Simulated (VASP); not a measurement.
## V in VASP: the effect of functional

V, a slab with vacuum:

```
CELL_PARAMETERS angstrom
3.02600 0.00000 0.00000
0.00000 3.02600 0.00000
0.00000 0.00000 25.59100
ATOMIC_POSITIONS crystal
V 0.50000 0.50000 0.29307
V 0.00000 0.00000 0.35219
V 0.50000 0.50000 0.41132
V 0.00000 0.00000 0.47044
V 0.50000 0.50000 0.52956
V 0.00000 0.00000 0.58868
V 0.50000 0.50000 0.64781
V 0.00000 0.00000 0.70693
```

Alike in all runs:

- Program: VASP 6.6.1
- Task: work function
- Cutoff: 520 eV
- k mesh: 7 × 7 × 1
- Occupations: fermi-dirac, width 0.05 eV
- Spin: collinear spin, ferromagnetic start
- Starting moments: [2.0, 2.0, 2.0, 2.0, 2.0, 2.0, 2.0, 2.0] μB

| functional | potentials or basis | moment (μB) | largest force (eV/Å) | work function (eV) |
| --- | --- | --- | --- | --- |
| LDA | VASP PAW LDA potentials, release 64 (V_sv) | 0.00 | 1.88 | 4.11 |
| PBE | VASP PAW PBE potentials, release 64 (V_sv) | 0.33 | 1.21 | 3.77 |
| PBEsol | VASP PAW PBE potentials, release 64 (V_sv) | 0.06 | 1.59 | 3.94 |
| RPBE | VASP PAW PBE potentials, release 64 (V_sv) | 0.64 | 0.88 | 3.54 |
| revPBE | VASP PAW PBE potentials, release 64 (V_sv) | ? | ? | ? |

Q: What does the run with functional revPBE give?

A: Moment 0.61 μB; largest force 0.96 eV/Å; work function 3.57 eV.

Caveats: the PAW data sets were made with another functional, which shifts forces and pressure a little (some runs).
